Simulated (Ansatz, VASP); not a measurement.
# BeAl3TeAs3: VASP beside Ansatz

One calculation is typed for both programs; each brings its own data sets. How far apart do they land? The cell is generated by rule, not measured, and may not be a known phase. The cell is taken from a series of runs on this material, whose earlier steps may have relaxed, scaled, displaced or heated it; both programs get it as it stands.

Method: plane waves, with VASP 6.6.1 beside it; relaxation of cell and atoms at LDA, in Ansatz 0.2.0.

The structure was built from a prototype and need not be the compound's stable phase.

### Step 1. The structure

It takes space group Pmm2 (No. 25, orthorhombic). Conventional cell: a = 3.960 Å, b = 3.977 Å, c = 11.258 Å, α = 90.00°, β = 90.00°, γ = 90.00°. Nearest to Al lie 2 As at 2.42 Å and 2 Te at 2.61 Å. Nearest to Al lie 4 As at 2.42 to 2.46 Å. Nearest to Al lie 4 As at 2.43 to 2.45 Å. Nearest to As lie 4 Al at 2.42 to 2.46 Å. Nearest to As lie 4 Al at 2.42 to 2.45 Å. As has 2 Be at 2.24 Å and 2 Al at 2.43 Å nearest. Farther neighbours and most contacts between anions are not listed.

### Step 2. Ansatz: relaxation of cell and atoms, LDA

Ansatz runs on its default PAW (the set named soft_2) files.

The relaxed volume is the usual yardstick between codes: in a stiff, nearly cubic crystal its relative difference is about their pressure difference at one cell divided by the bulk modulus.

Input file input.yaml:

```yaml
crystal:
  lattice:
    - [2.8121382274, 2.8121382274, 0.0]
    - [-2.8004704953, 2.8004704953, 0.0]
    - [0.0, 0.0, 11.2584643437]
  atoms:
    - { symbol: Al, position: [0.0, 0.0, 0.0076839024] }
    - { symbol: Al, position: [0.5, 0.5, 0.2584004178] }
    - { symbol: Al, position: [0.0, 0.0, 0.5086613755] }
    - { symbol: As, position: [0.5, 1.0, 0.1294654397] }
    - { symbol: As, position: [0.0, 0.5, 0.3802386941] }
    - { symbol: As, position: [0.5, 1.0, 0.6330803002] }
    - { symbol: Be, position: [0.5, 0.5, 0.7259300535] }
    - { symbol: Te, position: [0.0, 0.5, 0.8565398169] }
kpoints:
  mp_grid: { grid: [6, 6, 2] }
hamiltonian:
  xc: lda
scf:
  occupations: { method: gaussian, width: 0.02 }
output:
  forces: true
  stress: true
  eigenvalues: true
relax:
  adjacent_minimum: "off"
  f_tol: 0.005
  max_steps: 80
  cell: { stress_tol: 0.05 }
```

Launch:

```bash
ansatz run input.yaml --threads 8 --pin off --max-ram 14336MiB --backend cpu --events-out ev --progress --plain --runs-dir out
```

Numbers of over 12 decimals in the logs are rounded to 6 here.

Log:

```text
Engine: ansatz 0.2.0, x86_64-unknown-linux-gnu
Pseudopotentials: kind: paw
Pseudopotential: Al, paw, valence charge 3, recommended cutoff 420 eV (normal), Al.paw.azcp
Pseudopotential: As, paw, valence charge 15, recommended cutoff 420 eV (normal), As.paw.azcp
Pseudopotential: Be, paw, valence charge 2, recommended cutoff 420 eV (normal), Be.paw.azcp
Pseudopotential: Te, paw, valence charge 16, recommended cutoff 420 eV (normal), Te.paw.azcp
Functional definition: SPW92
  exchange = slater_x
  correlation = pw_c
Crystal: 8 atoms, lattice volume = 177.328 Å³
Basis set: ecut = 420 eV, 3445 PW (Γ)
Bands: 44, of which v1, the nominal top of the filled ones, is band 36 counted from 1 (35 counted from 0)
Symmetry: 4 space group operations
Space group: Pmm2 (ITA 25), of the structure as read, at distance tolerance 5.6e-5 Å
k-points: 32 of 72
Non-local potential: Al, projectors of the file, l = 0: 2, l = 1: 2, l = 2: 1
Non-local potential: As, projectors of the file, l = 0: 2, l = 1: 2, l = 2: 3, l = 3: 1
Non-local potential: Be, projectors of the file, l = 0: 2, l = 1: 2, l = 2: 1
Non-local potential: Te, projectors of the file, l = 0: 2, l = 1: 2, l = 2: 2, l = 3: 2
PAW form: soft (Blöchl's): semilocal exchange-correlation on the pseudo side does not see the compensation charge
PAW frozen core: Al, regenerated for the run's functional, and the local potential with it (the file was generated under x = pbe(κ = 0.804, μ = 0.219515), c = pbe(β = 0.066725))
PAW frozen core: As, regenerated for the run's functional, and the local potential with it (the file was generated under x = pbe(κ = 0.804, μ = 0.219515), c = pbe(β = 0.066725))
PAW frozen core: Be, regenerated for the run's functional, and the local potential with it (the file was generated under x = pbe(κ = 0.804, μ = 0.219515), c = pbe(β = 0.066725))
PAW frozen core: Te, regenerated for the run's functional, and the local potential with it (the file was generated under x = pbe(κ = 0.804, μ = 0.219515), c = pbe(β = 0.066725))
PAW one-centre angular grid: Al, 110 points (default); XC on 64 Gauss nodes
PAW one-centre angular grid: As, 590 points (default); XC on 64 Gauss nodes
PAW one-centre angular grid: Be, 110 points (default); XC on 64 Gauss nodes
PAW one-centre angular grid: Te, 590 points (default); XC on 64 Gauss nodes
Initial density: superposition of atomic densities (neutral atoms: chi_scale 0, normalization atom), corrected by the library's trained network
Initial wavefunctions: pseudopotential atomic-orbital guess
Functional: x = slater, c = lda
SCF iter   1: F=—  HF=-22778.242477 eV  |F-HF|=—  |Δ(HF+E_count)|=         —  Δρ=4.24e-3  dr2=2.98e-2  ethr=1.77e-3  ⟨swp⟩=8.6  Hψ=6325  notcnv=0  defer=1
preconditioner: auto → Resta (q_TF=auto, 2.348 Å⁻¹)  ε∞=4.4  [insulator: Δε(μ)=1.009 eV  Ē_g=8.494 eV  σ=0.020 eV  W_gap=1.00  n_scr=48 (ndim 8)  ℏωp=15.8 eV  f_vac=0.004  D(μ)=0.00/eV (n_scr^D=0)  ε∞_Penn≈4.4]
SCF iter   2: F=—  HF=-22778.235528 eV  |F-HF|=—  |Δ(HF+E_count)|=   6.95e-3  Δρ=2.24e-3  dr2=5.88e-3  ethr=4.14e-5  ⟨swp⟩=2.7  Hψ=2140  notcnv=0  defer=99
SCF iter   3: F=—  HF=-22778.234446 eV  |F-HF|=—  |Δ(HF+E_count)|=   1.08e-3  Δρ=5.05e-4  dr2=4.71e-4  ethr=8.17e-6  ⟨swp⟩=2.5  Hψ=2543  notcnv=0  defer=99
SCF iter   4: F=—  HF=-22778.234364 eV  |F-HF|=—  |Δ(HF+E_count)|=   8.23e-5  Δρ=1.42e-4  dr2=4.24e-5  ethr=6.54e-7  ⟨swp⟩=2.0  Hψ=1979  notcnv=0  defer=99
SCF iter   5: F=—  HF=-22778.234361 eV  |F-HF|=—  |Δ(HF+E_count)|=   2.99e-6  Δρ=4.09e-5  dr2=4.40e-6  ethr=5.89e-8  ⟨swp⟩=2.0  Hψ=2299  notcnv=0  defer=99
SCF iter   6: F=—  HF=-22778.234360 eV  |F-HF|=—  |Δ(HF+E_count)|=   1.02e-6  Δρ=1.97e-5  dr2=1.00e-6  ethr=6.11e-9  ⟨swp⟩=2.0  Hψ=2300  notcnv=0  defer=99
SCF iter   7: F=-22778.234360 eV  HF=-22778.234360 eV  |F-HF|=1.03e-8  |Δ(HF+E_count)|=   7.34e-8  Δρ=5.61e-6  dr2=9.09e-8  ethr=1.39e-10  ⟨swp⟩=9.1  Hψ=6578  notcnv=0
SCF 1 converged in 7 iterations: F = -22778.234360 eV  dr2 = 9.09e-8
  greatest PAW one-centre occupation: 0.999 electrons in one spin orbital (limit 2), on the As atom at site 5 (counted from 0), in its partial waves of l = 2
relax step   1: F+E_penalty+E_count = -22778.23435981 eV  Δ(F+E_penalty+E_count) = +0.000e0 eV  max|allowed force component| = 1.615e-2 eV/Å  Δτ_max = 0.0000 Å  P = -0.045 GPa  Ω = 177.328 Å³  (7 SCF iters, dr2 threshold 1.00e-7 eV, accepted)
[...]
relax step   2: F+E_penalty+E_count = -22778.23443744 eV  Δ(F+E_penalty+E_count) = -7.763e-5 eV  max|allowed force component| = 1.044e-2 eV/Å  Δτ_max = 0.0036 Å  P = +0.016 GPa  Ω = 177.143 Å³  energy of the carried Pulay correction = +3.875e-5 eV  (5 SCF iters, dr2 threshold 2.61e-8 eV, accepted)
[...]
relax step   3: F+E_penalty+E_count = -22778.23445636 eV  Δ(F+E_penalty+E_count) = -1.892e-5 eV  max|allowed force component| = 3.128e-3 eV/Å  Δτ_max = 0.0016 Å  P = -0.000 GPa  Ω = 177.197 Å³  energy of the carried Pulay correction = +2.750e-5 eV  (5 SCF iters, dr2 threshold 6.82e-9 eV, accepted)
[...]
relax step   4: F+E_penalty+E_count = -22778.23443159 eV  Δ(F+E_penalty+E_count) = +2.476e-5 eV  max|allowed force component| = 3.127e-3 eV/Å  Δτ_max = 0.0000 Å  P = -0.001 GPa  Ω = 177.197 Å³  stress off target by 7.55e-3 GPa  SCF on the basis re-selected at this cell (its energy is not comparable with the rows above)  (4 SCF iters)
basis re-selected at this cell: Δ(F+E_penalty+E_count) = +2.476e-5 eV, ΔP = -0.000 GPa vs the last step (what re-selecting the basis moved, of the pressure what is left beyond the Pulay correction that the steps carried, after the strain that the cell walked since its last selection, with what the two solves' SCF thresholds leave and, on support functions, any second-order correction that the steps lacked; it is no m [...]
SCF converged after 4 iterations
Free energy (F): -22778.234432 eV
Harris-Foulkes:  -22778.234432 eV  (|F-HF|=4.37e-11)
Internal energy: -22778.234432 eV  (E = F + TS)
E sigma→0 (E₀):  -22778.234432 eV
Fermi energy:    7.234295 eV
--- Per-component energies (eV) ---
  E_band       = -1073.690754
  E_kinetic    = 585.020948
  E_local      = -7711.786494  (includes V_loc(G=0)·N_el)
  E_nonlocal   = -2261.405204
  E_hartree    = 4243.459163
  E_xc         = -498.994581
  E_vxc        = -453.373911  (∫ρ·V_xc dr)
  E_paw        = -11158.396375  (= ΣΔE_a)
  E_vpaw       = 280.935826  (= ΣTr[D̂ρ^β])
  E_aug_tail   = -0.000181  (compensation charges beyond the density's cutoff)
  E_ewald      = -5983.233496
  E_core_change = 7.101788  (= ΣΔE_core)
  E_smearing   = -0.000000  (= −TS)
  E_closure    = -0.000000  (closes the sum)
  Σ components = -22778.234432   (vs F -22778.234432, Δ=0.00e0)
--- Forces (eV/Å), atoms counted from 1 ---
  atom   1  Al    -0.00000000     0.00000000    -0.00167798
  atom   2  Al    -0.00000000     0.00000000    -0.00101222
  atom   3  Al    -0.00000000     0.00000000    -0.00078150
  atom   4  As     0.00000000    -0.00000000     0.00101797
  atom   5  As     0.00000000    -0.00000000     0.00116002
  atom   6  As     0.00000000    -0.00000000     0.00240888
  atom   7  Be    -0.00000000     0.00000000    -0.00312881
  atom   8  Te     0.00000000    -0.00000000     0.00200068
  max |Σ_I F_I| component: 1.30e-5 eV/Å
--- Stress (GPa, compression-positive) ---
       -0.000505       0.007045       0.000000
        0.007045      -0.000505       0.000000
        0.000000       0.000000      -0.000639
  P = ⅓ Tr σ = -0.0005 GPa (-0.005 kbar)
--- Band table (eV; the first three rows and the last of 32) ---
  k-point 0: bands = [... 32 lower, 5.3878, 6.6667, 6.7234, 6.7485, 7.9660, 8.6672, 8.9853, 9.0784, ... 4 higher]
  k-point 1: bands = [... 32 lower, 5.8004, 5.9895, 6.2576, 6.4098, 8.1460, 8.4550, 9.1460, 9.3888, ... 4 higher]
  k-point 2: bands = [... 32 lower, 5.3936, 5.4147, 6.2632, 6.6708, 8.4074, 9.4212, 9.7359, 9.9928, ... 4 higher]
  k-point 31: bands = [... 32 lower, 4.0965, 4.1044, 4.1666, 4.5965, 8.4725, 8.9752, 9.2406, 9.3442, ... 4 higher]
--- Relaxed structure (3 steps of the walk, 3 accepted, 1 SCFs on fresh bases) ---
  F+E_penalty+E_count = -22778.23443159 eV   max|allowed force component| = 3.127e-3 eV/Å   (the final SCF, on the basis selected at the relaxed cell)
  cell:  # Å, volume = 177.1966 Å³
    - [2.812310, 2.812310, 0]
    - [-2.798783, 2.798783, 0]
    - [0, 0, 11.256231]
  atoms:
    - { symbol: Al, position: [0, 0, 0.00757155] }
    - { symbol: Al, position: [0.5, 0.500000, 0.258363] }
    - { symbol: Al, position: [0, 0, 0.508743] }
    - { symbol: As, position: [0.5, 1.000000, 0.129416] }
    - { symbol: As, position: [0, 0.5, 0.380245] }
    - { symbol: As, position: [0.5, 1.000000, 0.633239] }
    - { symbol: Be, position: [0.5, 0.500000, 0.726060] }
    - { symbol: Te, position: [0, 0.5, 0.856362] }
```

### Step 3. VASP: relaxation of cell and atoms, LDA

The same cell, functional (in two slightly different forms), mesh and smearing now go to VASP, with its own data sets.

Lines of VASP's logs that name or quote its potential files are left out, and so is its time.

Input file INCAR:

```
SYSTEM = BeAl3TeAs3
PREC = Accurate
ENCUT = 600
EDIFF = 1E-07
NELM = 120
ISMEAR = 0
SIGMA = 0.02
LREAL = .FALSE.
ALGO = Normal
GGA = CA
NBANDS = 24
LORBIT = 11
LWAVE = .FALSE.
LCHARG = .FALSE.
ISIF = 3
IBRION = 2
NSW = 80
EDIFFG = -0.005
LASPH = .TRUE.
GGA_COMPAT = .FALSE.
NELMIN = 4
EFERMI = MIDGAP
KPAR = 2
```

Input file POSCAR:

```
BeAl3TeAs3
1.0
    2.8121380000      2.8121380000      0.0000000000
   -2.8004700000      2.8004700000      0.0000000000
    0.0000000000      0.0000000000     11.2584640000
Al As Be Te
3 3 1 1
Direct
    0.0000000000      0.0000000000      0.0076839079
    0.5000000000      0.5000000000      0.2584004354
    0.0000000000      0.0000000000      0.5086613947
    0.5000001778      0.0000001785      0.1294654404
    0.0000000000      0.5000000000      0.3802387253
    0.5000001778      0.0000001785      0.6330803207
    0.5000000000      0.5000000000      0.7259301091
    0.0000000000      0.5000000000      0.8565398442
```

Input file KPOINTS:

```
Automatic mesh
0
Gamma
6 6 2
0 0 0
```

Potentials, in the order of the species: Al, As, Be and Te (LDA family, release 64).

Launch:

```bash
mpirun -np 2 vasp_std
```

Log:

```text
[banner, memory and clock lines left out]
running    2 mpi-ranks, on    1 nodes
 distrk:  each k-point on    1 cores,    2 groups
 distr:  one band on    1 cores,    1 groups

 POSCAR found type information on POSCAR AlAsBeTe
 POSCAR found :  4 types and       8 ions
 LDA part: xc-table for (Slater(with rela. corr.)+CA(PZ))
 , standard interpolation
 POSCAR, INCAR and KPOINTS ok, starting setup
 FFT: planning ... GRIDC
 FFT: planning ... GRID_SOFT
 FFT: planning ... GRID
 WAVECAR not read
 entering main loop
       N       E                     dE             d eps       ncg     rms          rms(c)
DAV:   1     0.111414840310E+03    0.11141E+03   -0.12611E+04  1536   0.120E+03
DAV:   2    -0.309640923534E+02   -0.14238E+03   -0.13358E+03  2088   0.169E+02
DAV:   3    -0.410690464614E+02   -0.10105E+02   -0.10014E+02  1960   0.457E+01
DAV:   4    -0.412572438580E+02   -0.18820E+00   -0.18797E+00  1920   0.713E+00
DAV:   5    -0.412613535508E+02   -0.41097E-02   -0.41089E-02  1952   0.108E+00    0.747E+00
DAV:   6    -0.401407111101E+02    0.11206E+01   -0.12346E+00  1928   0.537E+00    0.484E+00
DAV:   7    -0.398913956885E+02    0.24932E+00   -0.13874E+00  1952   0.516E+00    0.140E+00
DAV:   8    -0.398833103101E+02    0.80854E-02   -0.22037E-01  1752   0.225E+00    0.980E-01
DAV:   9    -0.398828958866E+02    0.41442E-03   -0.88115E-03  1904   0.478E-01    0.704E-01
DAV:  10    -0.398817027471E+02    0.11931E-02   -0.28293E-03  1864   0.223E-01    0.127E-01
DAV:  11    -0.398816672326E+02    0.35515E-04   -0.53355E-04  1936   0.110E-01    0.124E-01
DAV:  12    -0.398816542256E+02    0.13007E-04   -0.59432E-05  1912   0.354E-02    0.401E-02
DAV:  13    -0.398816564144E+02   -0.21888E-05   -0.23518E-05  1992   0.228E-02    0.203E-02
DAV:  14    -0.398816565609E+02   -0.14652E-06   -0.17594E-06  1944   0.646E-03    0.148E-02
DAV:  15    -0.398816564605E+02    0.10045E-06   -0.13227E-07  1224   0.190E-03    0.585E-03
DAV:  16    -0.398816564004E+02    0.60104E-07   -0.36961E-07  1808   0.254E-03
   1 F= -.39881656E+02 E0= -.39881656E+02  d E =-.398817E+02
[...]
2 F= -.39882199E+02 E0= -.39882199E+02  d E =-.542175E-03
[...]
3 F= -.39882339E+02 E0= -.39882339E+02  d E =-.682532E-03
[...]
4 F= -.39882339E+02 E0= -.39882339E+02  d E =-.682299E-03
[...]
5 F= -.39882350E+02 E0= -.39882350E+02  d E =-.116209E-04
[...]
6 F= -.39882360E+02 E0= -.39882360E+02  d E =-.215932E-04
 curvature:  -1.44 expect dE=-0.742E-05 dE for cont linesearch -0.140E-09
 trial: gam= 0.32884 g(F)=  0.446E-05 g(S)=  0.697E-06 ort =-0.376E-07 (trialstep = 0.133E+01)
 search vector abs. value=  0.671E-05
 bond charge predicted
       N       E                     dE             d eps       ncg     rms          rms(c)
DAV:   1    -0.398823647378E+02   -0.44320E-05   -0.19593E-04  1592   0.656E-02    0.602E-03
DAV:   2    -0.398823651947E+02   -0.45692E-06   -0.13177E-05  1920   0.158E-02    0.386E-03
DAV:   3    -0.398823649721E+02    0.22260E-06   -0.29466E-07  1656   0.299E-03    0.251E-03
DAV:   4    -0.398823648447E+02    0.12738E-06   -0.28093E-07  1584   0.244E-03    0.467E-04
DAV:   5    -0.398823648445E+02    0.21782E-09   -0.52227E-08   864   0.110E-03
   7 F= -.39882365E+02 E0= -.39882365E+02  d E =-.455212E-05
 trial-energy change:   -0.000005  1 .order   -0.000004   -0.000007   -0.000002
 step:   1.9396(harm=  1.9396)  dis= 0.00046  next Energy=   -39.882365 (dE=-0.499E-05)
 reached required accuracy - stopping structural energy minimisation
```

(Part 1 of 2 ends here.)

[Lines on the potential files, build, host, timing and source positions are cut from VASP's logs without a mark.]

[Logs are printed without paths, hosts, clocks, repeated set-up lines and the standing remarks that a program may print on its own settings, such as how far it seeks lower states.]

[Hosts, paths, dates, database ids (printed as entryN), source tags and the programs' standing remarks are cut or masked in the printed files.]
